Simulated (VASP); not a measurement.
# NiSi₂ (fluorite): computed properties

All values below come from r2SCAN meta-GGA, VASP's PBE PAW potentials (set 64) (plane waves; VASP 6.6.1).

```
Quantity                                                               Value
----------------------------------  ----------------------------------------
space group                                                      Fm-3m (225)
cell                                 a = b = c = 5.385 Å, α = β = γ = 90.00°
volume per atom                                               13.01 Å^3/atom
band gap (over mesh and band path)  none (metal, semimetal or under 0.01 eV)
band gap with spin-orbit coupling                            none (metallic)
density                                                           4.89 g/cm³
```

NiSi₂ has the cubic space group Fm-3m (No. 225), Pearson symbol cF12. Cell: a = 5.3846 Å, b = 5.3846 Å, c = 5.3846 Å, α = 90.00°, β = 90.00°, γ = 90.00°. Si on 8c sees 4 Ni at 2.332 Å and 6 Si at 2.692 Å. Ni on 4a has 8 Si at 2.332 Å (cubic). (Neighbours: up to the widest gap in distance over summed covalent radii, below 1.35, at either atom; cation-cation and far metal-metal contacts left out.)
(The calculation used a cell of 3 atoms; values per cell refer to that cell.)

Measured: a 5.406 Å (computed value off by -0.4 %), as given by Wikipedia, Nickel silicide. The calculation is for a static lattice, while the measured a holds thermal and zero-point effects, which are part of the difference.

The compound is NiSi2 in the fluorite structure. It was relaxed first. Symmetry was kept, so distortions that lower it aren't found. The run is not spin-polarised, so no magnetic state was tried.
